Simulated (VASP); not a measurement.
Calculation: PBE GGA, VASP's PBE PAW potentials (set 64) (plane waves; VASP).

The input files of a VASP run:

### INCAR
```
# general
SYSTEM   =  NaZn31Se32
PREC     =  Normal
ENCUT    =  400
LREAL    =  Auto
LASPH    =  T
ISYM     =  0

# electronic loop
EDIFF    =  1E-5
NELM     =  100
NELMIN   =  4
ALGO     =  Fast
LMAXMIX  =  4

# smearing
ISMEAR   =  0
SIGMA    =  0.05

# functional
GGA      =  PE

# spin
ISPIN    =  2
MAGMOM   =  64*0.0156
NUPDOWN  =  1

# ions
IBRION   =  2
NSW      =  60
ISIF     =  2
EDIFFG   =  -0.03

# output
LWAVE    =  F
LCHARG   =  F
LORBIT   =  10
```

### KPOINTS
```
Automatic mesh
0
Gamma
1 1 1
0 0 0
```

### POSCAR
```
NaZn31Se32
1.0
 11.4825331932   0.0000000000   0.0000000000
  0.0000000000  11.4825331932   0.0000000000
  0.0000000000   0.0000000000  11.4825331932
Zn Se Na
31 32 1
Cartesian
  5.7412665966   0.0000000000   0.0000000000
  8.6118998949   2.8706332983   0.0000000000
  8.6118998949   0.0000000000   2.8706332983
  0.0000000000   0.0000000000   0.0000000000
  2.8706332983   2.8706332983   0.0000000000
  5.7412665966   5.7412665966   0.0000000000
  8.6118998949   8.6118998949   0.0000000000
  2.8706332983   0.0000000000   2.8706332983
  5.7412665966   2.8706332983   2.8706332983
  8.6118998949   5.7412665966   2.8706332983
  5.7412665966   0.0000000000   5.7412665966
  8.6118998949   2.8706332983   5.7412665966
  8.6118998949   0.0000000000   8.6118998949
  0.0000000000   5.7412665966   0.0000000000
  2.8706332983   8.6118998949   0.0000000000
  0.0000000000   2.8706332983   2.8706332983
  2.8706332983   5.7412665966   2.8706332983
  5.7412665966   8.6118998949   2.8706332983
  0.0000000000   0.0000000000   5.7412665966
  2.8706332983   2.8706332983   5.7412665966
  8.6118998949   8.6118998949   5.7412665966
  2.8706332983   0.0000000000   8.6118998949
  5.7412665966   2.8706332983   8.6118998949
  8.6118998949   5.7412665966   8.6118998949
  0.0000000000   8.6118998949   2.8706332983
  0.0000000000   5.7412665966   5.7412665966
  2.8706332983   8.6118998949   5.7412665966
  0.0000000000   2.8706332983   8.6118998949
  2.8706332983   5.7412665966   8.6118998949
  5.7412665966   8.6118998949   8.6118998949
  0.0000000000   8.6118998949   8.6118998949
  7.1765832457   1.4353166492   1.4353166492
 10.0472165441   4.3059499475   1.4353166492
 10.0472165441   1.4353166492   4.3059499475
  1.4353166492   1.4353166492   1.4353166492
  4.3059499475   4.3059499475   1.4353166492
  7.1765832457   7.1765832457   1.4353166492
 10.0472165441  10.0472165441   1.4353166492
  4.3059499475   1.4353166492   4.3059499475
  7.1813025669   4.3532694667   4.3461847438
 10.0472165441   7.1765832457   4.3059499475
  7.1765832457   1.4353166492   7.1765832457
 10.0472165441   4.3059499475   7.1765832457
 10.0472165441   1.4353166492  10.0472165441
  1.4353166492   7.1765832457   1.4353166492
  4.3059499475  10.0472165441   1.4353166492
  1.4353166492   4.3059499475   4.3059499475
  4.3166631509   7.1959083491   4.3100377293
  7.1765832457  10.0472165441   4.3059499475
  1.4353166492   1.4353166492   7.1765832457
  4.3182362580   4.3533728095   7.1933477442
  7.1524928911   7.1351198184   7.1941859691
 10.0472165441  10.0472165441   7.1765832457
  4.3059499475   1.4353166492  10.0472165441
  7.1765832457   4.3059499475  10.0472165441
 10.0472165441   7.1765832457  10.0472165441
  1.4353166492  10.0472165441   4.3059499475
  1.4353166492   7.1765832457   7.1765832457
  4.3059499475  10.0472165441   7.1765832457
  1.4353166492   4.3059499475  10.0472165441
  4.3059499475   7.1765832457  10.0472165441
  7.1765832457  10.0472165441  10.0472165441
  1.4353166492  10.0472165441  10.0472165441
  5.7358812885   5.7133640409   5.7803186920
```

POTCAR, in this order: Zn Se Na_pv (PBE.64 set). Program: vasp_gam.

The resulting files:

File OSZICAR:
```
       N       E                     dE             d eps       ncg     rms          rms(c)
DAV:   1     0.698235666514E+04    0.69824E+04   -0.21931E+05  1368   0.182E+03
DAV:   2     0.132920228393E+04   -0.56532E+04   -0.54962E+04  1368   0.504E+02
DAV:   3    -0.372589819757E+02   -0.13665E+04   -0.12658E+04  1500   0.201E+02
DAV:   4    -0.195459791917E+03   -0.15820E+03   -0.15582E+03  1568   0.685E+01
DAV:   5    -0.200045147961E+03   -0.45854E+01   -0.45584E+01  1528   0.113E+01    0.260E+01
RMM:   6    -0.190240629987E+03    0.98045E+01   -0.29044E+01  1368   0.117E+01    0.205E+01
RMM:   7    -0.189399190109E+03    0.84144E+00   -0.11118E+01  1390   0.611E+00    0.661E+00
RMM:   8    -0.189615230849E+03   -0.21604E+00   -0.24261E+00  1544   0.228E+00    0.308E+00
RMM:   9    -0.189542204353E+03    0.73026E-01   -0.68779E-01  1369   0.189E+00    0.161E+00
RMM:  10    -0.189524921535E+03    0.17283E-01   -0.96080E-02  1455   0.869E-01    0.495E-01
RMM:  11    -0.189526855261E+03   -0.19337E-02   -0.28642E-02  1529   0.319E-01    0.299E-01
RMM:  12    -0.189527011175E+03   -0.15591E-03   -0.66755E-03  1407   0.182E-01    0.117E-01
RMM:  13    -0.189527336166E+03   -0.32499E-03   -0.18447E-03  1477   0.742E-02    0.516E-02
RMM:  14    -0.189527341723E+03   -0.55575E-05   -0.27392E-04  1522   0.336E-02    0.271E-02
RMM:  15    -0.189527351632E+03   -0.99085E-05   -0.88270E-05  1478   0.218E-02
   1 F= -.18952735E+03 E0= -.18950820E+03  d E =-.189527E+03  mag=     1.0000
       N       E                     dE             d eps       ncg     rms          rms(c)
DAV:   1    -0.189904590213E+03   -0.37725E+00   -0.48896E+01  1488   0.968E+00    0.260E+00
RMM:   2    -0.190051759287E+03   -0.14717E+00   -0.16676E+00  1374   0.160E+00    0.561E-01
RMM:   3    -0.190072373937E+03   -0.20615E-01   -0.26511E-01  1494   0.663E-01    0.731E-01
RMM:   4    -0.190071104081E+03    0.12699E-02   -0.33446E-02  1551   0.278E-01    0.509E-01
RMM:   5    -0.190069920315E+03    0.11838E-02   -0.15860E-02  1391   0.146E-01    0.124E-01
RMM:   6    -0.190070068508E+03   -0.14819E-03   -0.20810E-03  1650   0.682E-02    0.109E-01
RMM:   7    -0.190069835237E+03    0.23327E-03   -0.44937E-04  1266   0.286E-02    0.507E-02
RMM:   8    -0.190069832677E+03    0.25596E-05   -0.74065E-04  1271   0.255E-02    0.193E-02
RMM:   9    -0.190069817918E+03    0.14759E-04   -0.64363E-05  1026   0.127E-02    0.110E-02
RMM:  10    -0.190069821040E+03   -0.31218E-05   -0.38475E-05   929   0.627E-03
   2 F= -.19006982E+03 E0= -.19005059E+03  d E =-.542469E+00  mag=     1.0000
       N       E                     dE             d eps       ncg     rms          rms(c)
DAV:   1    -0.190073968332E+03   -0.41504E-02   -0.52410E+01  1464   0.101E+01    0.281E+00
RMM:   2    -0.190222268747E+03   -0.14830E+00   -0.16973E+00  1377   0.175E+00    0.604E-01
RMM:   3    -0.190245728864E+03   -0.23460E-01   -0.28597E-01  1473   0.708E-01    0.799E-01
RMM:   4    -0.190244331035E+03    0.13978E-02   -0.30185E-02  1522   0.286E-01    0.571E-01
RMM:   5    -0.190243185726E+03    0.11453E-02   -0.19420E-02  1390   0.169E-01    0.170E-01
RMM:   6    -0.190243135785E+03    0.49942E-04   -0.16636E-03  1536   0.791E-02    0.144E-01
RMM:   7    -0.190242841921E+03    0.29386E-03   -0.80812E-04  1406   0.365E-02    0.394E-02
RMM:   8    -0.190242864577E+03   -0.22656E-04   -0.52208E-04  1313   0.250E-02    0.314E-02
RMM:   9    -0.190242849851E+03    0.14725E-04   -0.92009E-05  1074   0.142E-02    0.111E-02
RMM:  10    -0.190242851672E+03   -0.18211E-05   -0.14599E-05   881   0.600E-03
   3 F= -.19024285E+03 E0= -.19022361E+03  d E =-.715500E+00  mag=     1.0000
       N       E                     dE             d eps       ncg     rms          rms(c)
DAV:   1    -0.190285859482E+03   -0.43010E-01   -0.14746E+01  1464   0.660E+00    0.728E-01
RMM:   2    -0.190300455696E+03   -0.14596E-01   -0.17425E-01  1374   0.727E-01    0.229E-01
RMM:   3    -0.190302725023E+03   -0.22693E-02   -0.27296E-02  1462   0.281E-01    0.230E-01
RMM:   4    -0.190302707016E+03    0.18007E-04   -0.33424E-03  1471   0.126E-01    0.158E-01
RMM:   5    -0.190302632740E+03    0.74277E-04   -0.14420E-03  1373   0.666E-02    0.437E-02
RMM:   6    -0.190302651004E+03   -0.18265E-04   -0.26389E-04  1564   0.281E-02    0.380E-02
RMM:   7    -0.190302622220E+03    0.28784E-04   -0.83536E-05  1111   0.140E-02    0.168E-02
RMM:   8    -0.190302624181E+03   -0.19609E-05   -0.50360E-05  1025   0.844E-03
   4 F= -.19030262E+03 E0= -.19028336E+03  d E =-.597725E-01  mag=     1.0000
       N       E                     dE             d eps       ncg     rms          rms(c)
DAV:   1    -0.190302361731E+03    0.26049E-03   -0.21700E+01  1440   0.794E+00    0.880E-01
RMM:   2    -0.190323566820E+03   -0.21205E-01   -0.25250E-01  1379   0.877E-01    0.275E-01
RMM:   3    -0.190327001814E+03   -0.34350E-02   -0.40387E-02  1466   0.337E-01    0.280E-01
RMM:   4    -0.190326992826E+03    0.89874E-05   -0.48452E-03  1478   0.151E-01    0.196E-01
RMM:   5    -0.190326881542E+03    0.11128E-03   -0.21406E-03  1368   0.793E-02    0.539E-02
RMM:   6    -0.190326907123E+03   -0.25580E-04   -0.38449E-04  1575   0.336E-02    0.480E-02
RMM:   7    -0.190326861256E+03    0.45867E-04   -0.13307E-04  1181   0.172E-02    0.197E-02
RMM:   8    -0.190326864039E+03   -0.27837E-05   -0.68222E-05  1080   0.983E-03
   5 F= -.19032686E+03 E0= -.19030759E+03  d E =-.840124E-01  mag=     1.0000
       N       E                     dE             d eps       ncg     rms          rms(c)
DAV:   1    -0.190334173159E+03   -0.73119E-02   -0.50967E+00  1456   0.386E+00    0.503E-01
RMM:   2    -0.190340763517E+03   -0.65904E-02   -0.74127E-02  1378   0.462E-01    0.143E-01
RMM:   3    -0.190341710635E+03   -0.94712E-03   -0.10608E-02  1446   0.183E-01    0.141E-01
RMM:   4    -0.190341709141E+03    0.14946E-05   -0.12753E-03  1443   0.781E-02    0.100E-01
RMM:   5    -0.190341679466E+03    0.29674E-04   -0.51120E-04  1371   0.417E-02    0.251E-02
RMM:   6    -0.190341688217E+03   -0.87508E-05   -0.92548E-05  1303   0.170E-02
   6 F= -.19034169E+03 E0= -.19032241E+03  d E =-.148242E-01  mag=     1.0000
       N       E                     dE             d eps       ncg     rms          rms(c)
DAV:   1    -0.190340006653E+03    0.16728E-02   -0.35438E+00  1456   0.322E+00    0.422E-01
RMM:   2    -0.190344688083E+03   -0.46814E-02   -0.52731E-02  1377   0.390E-01    0.124E-01
RMM:   3    -0.190345362423E+03   -0.67434E-03   -0.75019E-03  1439   0.154E-01    0.121E-01
RMM:   4    -0.190345366069E+03   -0.36463E-05   -0.92550E-04  1436   0.665E-02    0.860E-02
RMM:   5    -0.190345347238E+03    0.18832E-04   -0.36077E-04  1374   0.352E-02    0.217E-02
RMM:   6    -0.190345353354E+03   -0.61162E-05   -0.64305E-05  1198   0.142E-02
   7 F= -.19034535E+03 E0= -.19032608E+03  d E =-.184893E-01  mag=     1.0000
       N       E                     dE             d eps       ncg     rms          rms(c)
DAV:   1    -0.190345910118E+03   -0.56288E-03   -0.61974E-01  1456   0.138E+00    0.188E-01
RMM:   2    -0.190346779775E+03   -0.86966E-03   -0.97627E-03  1375   0.182E-01    0.598E-02
RMM:   3    -0.190346881895E+03   -0.10212E-03   -0.13365E-03  1426   0.708E-02    0.471E-02
RMM:   4    -0.190346889024E+03   -0.71292E-05   -0.22365E-04  1501   0.331E-02    0.367E-02
RMM:   5    -0.190346884545E+03    0.44796E-05   -0.51610E-05  1081   0.151E-02
   8 F= -.19034688E+03 E0= -.19032761E+03  d E =-.153119E-02  mag=     1.0000
```

OUTCAR:
```
------------------------ aborting loop because EDIFF is reached ----------------------------------------
  FORCE on cell =-STRESS in cart. coord.  units (eV):
  Direction    XX          YY          ZZ          XY          YZ          ZX
  --------------------------------------------------------------------------------------
  Total        4.4796336      4.4469720      4.5007606      0.0130106      0.0111932     -0.0179785
  in kB        4.7406725      4.7061076      4.7630306      0.0137688      0.0118454     -0.0190261
  external PRESSURE =       4.7366035 kB  Pullay stress =       0.0000000 kB
  volume of cell :     1513.96
      direct lattice vectors                 reciprocal lattice vectors
    11.482533193  0.000000000  0.000000000     0.087088797  0.000000000  0.000000000
     0.000000000 11.482533193  0.000000000     0.000000000  0.087088797  0.000000000
     0.000000000  0.000000000 11.482533193     0.000000000  0.000000000  0.087088797
  FREE ENERGIE OF THE ION-ELECTRON SYSTEM (eV)
  ---------------------------------------------------
  free  energy   TOTEN  =      -190.3468845447 eV

  energy  without entropy=     -190.3083271687  energy(sigma->0) =     -190.32760586

 total charge

# of ion       s       p       d       tot
------------------------------------------
    1        0.526   0.439   9.782  10.747
    2        0.518   0.422   9.782  10.722
    3        0.518   0.422   9.782  10.722
    4        0.517   0.421   9.782  10.720
    5        0.518   0.422   9.782  10.721
    6        0.517   0.419   9.782  10.718
    7        0.518   0.422   9.782  10.722
    8        0.518   0.422   9.782  10.721
    9        0.520   0.429   9.783  10.733
   10        0.520   0.430   9.783  10.734
   11        0.517   0.419   9.782  10.718
   12        0.520   0.430   9.783  10.733
   13        0.518   0.422   9.782  10.722
   14        0.526   0.439   9.782  10.747
   15        0.518   0.422   9.782  10.722
   16        0.518   0.422   9.782  10.721
   17        0.520   0.430   9.783  10.734
   18        0.520   0.430   9.783  10.734
   19        0.526   0.438   9.782  10.746
   20        0.520   0.430   9.783  10.733
   21        0.520   0.429   9.783  10.733
   22        0.518   0.422   9.782  10.722
   23        0.520   0.430   9.783  10.734
   24        0.520   0.430   9.783  10.733
   25        0.518   0.422   9.782  10.722
   26        0.517   0.419   9.782  10.718
   27        0.520   0.430   9.783  10.734
   28        0.518   0.422   9.782  10.722
   29        0.520   0.430   9.783  10.734
   30        0.520   0.430   9.783  10.733
   31        0.518   0.422   9.782  10.722
   32        1.434   2.421   0.027   3.882
   33        1.434   2.421   0.027   3.882
   34        1.434   2.421   0.027   3.882
   35        1.433   2.418   0.026   3.877
   36        1.432   2.418   0.026   3.876
   37        1.432   2.418   0.026   3.876
   38        1.433   2.418   0.026   3.877
   39        1.432   2.418   0.026   3.876
   40        1.432   2.453   0.023   3.907
   41        1.432   2.418   0.026   3.876
   42        1.432   2.418   0.026   3.876
   43        1.432   2.418   0.026   3.876
   44        1.433   2.418   0.026   3.877
   45        1.434   2.421   0.027   3.882
   46        1.434   2.421   0.027   3.882
   47        1.432   2.418   0.026   3.876
   48        1.432   2.453   0.023   3.908
   49        1.432   2.418   0.026   3.876
   50        1.434   2.421   0.027   3.882
   51        1.431   2.454   0.023   3.908
   52        1.432   2.453   0.023   3.908
   53        1.434   2.421   0.027   3.882
   54        1.434   2.421   0.027   3.882
   55        1.432   2.418   0.026   3.876
   56        1.434   2.421   0.027   3.882
   57        1.434   2.421   0.027   3.882
   58        1.432   2.418   0.026   3.876
   59        1.432   2.418   0.026   3.876
   60        1.434   2.421   0.027   3.882
   61        1.432   2.418   0.026   3.876
   62        1.434   2.421   0.027   3.882
   63        1.433   2.418   0.026   3.877
   64        0.080   6.005   0.000   6.085
--------------------------------------------------
tot         62.029  96.770 304.092 462.891

 magnetization (x)

# of ion       s       p       d       tot
------------------------------------------
    1       -0.001   0.001   0.004   0.004
    2       -0.001   0.000   0.003   0.002
    3       -0.001   0.000   0.003   0.002
    4       -0.001   0.000   0.003   0.002
    5       -0.001   0.000   0.003   0.002
    6       -0.001   0.000   0.002   0.002
    7       -0.001   0.000   0.003   0.002
    8       -0.001   0.000   0.003   0.002
    9       -0.001   0.000   0.004   0.003
   10       -0.001   0.000   0.004   0.003
   11       -0.001   0.000   0.002   0.002
   12       -0.001   0.000   0.004   0.003
   13       -0.001   0.000   0.003   0.002
   14       -0.001   0.001   0.004   0.004
   15       -0.001   0.000   0.003   0.002
   16       -0.001   0.000   0.003   0.002
   17       -0.001   0.000   0.004   0.003
...
```
(Selected blocks of OUTCAR.)

CONTCAR:
```
NaZn31Se32
   1.00000000000000
    11.4825331932000001    0.0000000000000000    0.0000000000000000
     0.0000000000000000   11.4825331932000001    0.0000000000000000
     0.0000000000000000    0.0000000000000000   11.4825331932000001
  Zn              Se              Na
    31    32     1
Direct
     0.5000626209409625    0.0001266697259062    0.0001830640309614
     0.7498888076400549    0.2500563170649078    0.0004336150307402
     0.7498527696581566    0.0002504292060793    0.2502571957937103
     0.0000090464832896    0.0000232327575378    0.0000444656416718
     0.2503039070424152    0.2502364742151714    0.9999691749506709
     0.4999664455020078    0.4999574963043344    0.0002141812427634
     0.7498639937717221    0.7499099675608690    0.9997706559101819
     0.2502713550059529    0.9999767791449176    0.2503014974847075
     0.5016621184291764    0.2491457576428916    0.2491137655782371
     0.7513483835641321    0.4989180665101714    0.2487931591029813
     0.4999897786658811    0.0000682008231280    0.5000089597508116
     0.7513025896622627    0.2489234143284058    0.4987401503825277
     0.7498515049654162    0.9997977441967694    0.7498432912775678
     0.9999870757570591    0.5000810860248812    0.0002558407491222
     0.2500652511354042    0.7500038546819024    0.0004576120185355
     0.9998787627591891    0.2502467250180369    0.2502705180899260
     0.2488949452570870    0.5014482676037015    0.2488748951677960
     0.4988606867679860    0.7513829965234028    0.2487726087536523
     0.9999396171455708    0.9999888947080793    0.5000821200819330
     0.2488463964563012    0.2488927044300782    0.5014773053770883
     0.7509912256168356    0.7509877234819343    0.5016148559583288
     0.2501622097710667    0.0002858464984640    0.7498768497907583
     0.4988830374206975    0.2486794987788310    0.7515113857609067
     0.7514240106042563    0.5011023001637599    0.7515226298995519
     0.0002683045153933    0.7499287134605329    0.2502499976688415
     0.0000441014401193    0.5000070317901002    0.4999810722058126
     0.2488189998329379    0.7513547888049796    0.4987091194103685
     0.0003337120760640    0.2501090980140218    0.7498982571589317
     0.2483033807050526    0.4991962231486861    0.7518018749531251
     0.5012981951846084    0.7512824451911982    0.7513888184067191
     0.9996834775319983    0.7499879922739320    0.7498534006862780
     0.6252466660413806    0.1236220281953661    0.1237769422770105
     0.8764570648348243    0.3747423781672294    0.1236631922243332
     0.8764654616864924    0.1235984438059147    0.3747979732768603
     0.1250294824907626    0.1250493900850430    0.1250711499886001
     0.3749110075276165    0.3748803000512378    0.1252667346671064
     0.6251634804027084    0.6252207109596076    0.1250734059351867
     0.8749892411317111    0.8750291593998903    0.1250600687182133
     0.3749585439185709    0.1252701333141067    0.3749480322701609
     0.6357553005131236    0.3649310982705506    0.3647621506605018
     0.8749649982206847    0.6252658094915869    0.3749641160330495
     0.6251570407536134    0.1251252004842536    0.6251600514243515
     0.8750712487312351    0.3748459704361927    0.6252462445664988
     0.8749871711098818    0.1250122879419790    0.8750268413025293
     0.1235336467291893    0.6252930230959057    0.1236658787948945
     0.3747590756782179    0.8765974470166590    0.1236410728055558
     0.1251889643120964    0.3749256478357611    0.3748987511601984
     0.3643071315002815    0.6359433587762204    0.3642369188117393
     0.6251894894886697    0.8749201108725336    0.3749783501284419
     0.1235281675942574    0.1235007418168369    0.6252738862829836
     0.3636273567660405    0.3640186333121312    0.6367686532607773
     0.6356710217797608    0.6355023072419295    0.6361725167959340
     0.8763570592141761    0.8764752296443911    0.6252734109376258
     0.3747325036033300    0.1234529453624659    0.8766497405191340
     0.6252087159594678    0.3747968321672502    0.8751664720275819
     0.8766150645401278    0.6253139670637051    0.8766332409815023
     0.1235390383503618    0.8766129192864273    0.3747944640823083
     0.1250106096263263    0.6252918332427918    0.6251393376494440
     0.3748772151544980    0.8749735784014994    0.6251997916342438
     0.1233163878905268    0.3747003817620100    0.8768448492037737
     0.3748237659416302    0.6252889651017957    0.8752026610250186
     0.6252614211554529    0.8766307028983252    0.8765750549474415
     0.1249948763840533    0.8750366913324994    0.8750205942430755
     0.4990920696598746    0.4996680330882953    0.5010291130487121
```

The supercell is sampled at Γ alone, which is coarse: total energies, pressure and levels can be off, energies of defects by several tenths of an eV.

The cell is a supercell with a defect, built from ZnSe (zinc blende): Na_Zn.
